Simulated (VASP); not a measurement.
Calculation: RPBE GGA, VASP's PBE PAW potentials (set 64) (plane waves; VASP).

VASP input:

**KPOINTS**
```
Automatic
0
gamma
8 8 8
```

INCAR:
```
# general
SYSTEM   =  CdTe
PREC     =  Accurate
ENCUT    =  520   # plane-wave cut-off (eV)
LREAL    =  F
LASPH    =  T   # aspherical one-centre terms

# electronic loop
EDIFF    =  1E-7   # SCF stop (eV)
NELM     =  100
ALGO     =  Normal
LMAXMIX  =  4   # l cut-off of mixed one-centre charges

# smearing
ISMEAR   =  -5   # tetrahedra, Bloechl

# functional
GGA      =  RP

# ions
ISIF     =  2   # forces and stress, cell fixed

# output
LWAVE    =  F
LCHARG   =  T
LORBIT   =  11   # lm-projected
NEDOS    =  601
```

POSCAR:
```
CdTe
4.7564950
  0.0000000000   0.7071067283   0.7071067283
  0.7071067283   0.0000000000   0.7071067283
  0.7071067283   0.7071067283   0.0000000000
Cd Te
1 1
direct
  1.0000000000   1.0000000000   0.0000000000
  0.2500000000   0.2500000000   0.2500000000
```

POTCAR, in this order: Cd Te (PBE.64 set). Program: vasp_std.

What VASP printed:

**OUTCAR**
```
 ion  position               nearest neighbor table
   1  0.000  0.000  0.000-   2 2.91   2 2.91   2 2.91   2 2.91
   2  0.250  0.250  0.250-   1 2.91   1 2.91   1 2.91   1 2.91
  LATTYP: Found a face centered cubic cell.
 ALAT       =     6.7266992352
 Subroutine PRICEL returns:
 Original cell was already a primitive cell.
 Subroutine GETGRP returns: Found 24 space group operations
The static configuration has the point symmetry T_d .
The dynamic configuration has the point symmetry T_d .
 Subroutine INISYM returns: Found 24 space group operations
 Subroutine IBZKPT returns following result:
 Found     29 irreducible k-points:

 Following reciprocal coordinates:
            Coordinates               Weight
  0.000000  0.000000  0.000000      1.000000
  0.125000  0.000000  0.000000      8.000000
  0.250000  0.000000  0.000000      8.000000
  0.375000  0.000000  0.000000      8.000000
  0.500000  0.000000  0.000000      4.000000
  0.125000  0.125000  0.000000      6.000000
  0.250000  0.125000  0.000000     24.000000
  0.375000  0.125000  0.000000     24.000000
  0.500000  0.125000  0.000000     24.000000
...
```

File OSZICAR:
```
       N       E                     dE             d eps       ncg     rms          rms(c)
DAV:   1     0.103537849934E+03    0.10354E+03   -0.82517E+03   754   0.118E+03
DAV:   2     0.228374735561E-01   -0.10352E+03   -0.99700E+02   884   0.270E+02
DAV:   3    -0.437128710128E+01   -0.43941E+01   -0.43845E+01   889   0.590E+01
DAV:   4    -0.441756468613E+01   -0.46278E-01   -0.46268E-01  1083   0.533E+00
DAV:   5    -0.441773764038E+01   -0.17295E-03   -0.17295E-03   879   0.299E-01    0.482E+00
DAV:   6    -0.419961466504E+01    0.21812E+00   -0.44452E-01   839   0.775E+00    0.396E+00
DAV:   7    -0.418859682496E+01    0.11018E-01   -0.12636E-01   859   0.252E+00    0.156E+00
DAV:   8    -0.419203182066E+01   -0.34350E-02   -0.10831E-02   769   0.137E+00    0.463E-01
DAV:   9    -0.419321078387E+01   -0.11790E-02   -0.18050E-03   834   0.422E-01    0.910E-02
DAV:  10    -0.419337455036E+01   -0.16377E-03   -0.17757E-04   834   0.140E-01    0.569E-02
DAV:  11    -0.419352630099E+01   -0.15175E-03   -0.33945E-04   759   0.115E-01    0.377E-02
DAV:  12    -0.419352596956E+01    0.33143E-06   -0.46249E-06   940   0.170E-02    0.242E-02
DAV:  13    -0.419352733392E+01   -0.13644E-05   -0.30677E-06   779   0.105E-02    0.150E-02
DAV:  14    -0.419352860533E+01   -0.12714E-05   -0.37502E-06   779   0.119E-02    0.896E-03
DAV:  15    -0.419352875654E+01   -0.15120E-06   -0.39767E-08   642   0.165E-03    0.652E-03
DAV:  16    -0.419352904658E+01   -0.29004E-06   -0.11401E-07   607   0.205E-03    0.334E-04
DAV:  17    -0.419352909622E+01   -0.49636E-07   -0.16118E-08   432   0.784E-04
   1 F= -.41935291E+01 E0= -.41935291E+01  d E =0.000000E+00
```

### OUTCAR
```
------------------------ aborting loop because EDIFF is reached ----------------------------------------
  FORCE on cell =-STRESS in cart. coord.  units (eV):
  Direction    XX          YY          ZZ          XY          YZ          ZX
  --------------------------------------------------------------------------------------
  Total       -0.0124640     -0.0124640     -0.0124640      0.0000000      0.0000000      0.0000000
  in kB       -0.2624360     -0.2624360     -0.2624360      0.0000000      0.0000000      0.0000000
  external PRESSURE =      -0.2624360 kB  Pullay stress =       0.0000000 kB
  volume of cell :       76.09
      direct lattice vectors                 reciprocal lattice vectors
     0.000000000  3.363349618  3.363349618    -0.148661322  0.148661322  0.148661322
     3.363349618  0.000000000  3.363349618     0.148661322 -0.148661322  0.148661322
     3.363349618  3.363349618  0.000000000     0.148661322  0.148661322 -0.148661322
  FREE ENERGIE OF THE ION-ELECTRON SYSTEM (eV)
  ---------------------------------------------------
  free  energy   TOTEN  =        -4.1935290962 eV

  energy  without entropy=       -4.1935290962  energy(sigma->0) =       -4.19352910

 total charge

# of ion       s       p       d       tot
------------------------------------------
    1        0.452   0.257   9.541  10.249
    2        1.351   2.027   0.015   3.393
--------------------------------------------------
tot          1.803   2.284   9.556  13.642
```
(Selected blocks of OUTCAR.)

The compound is CdTe in the zinc blende structure. It was relaxed first, which changed the volume by +12 %.
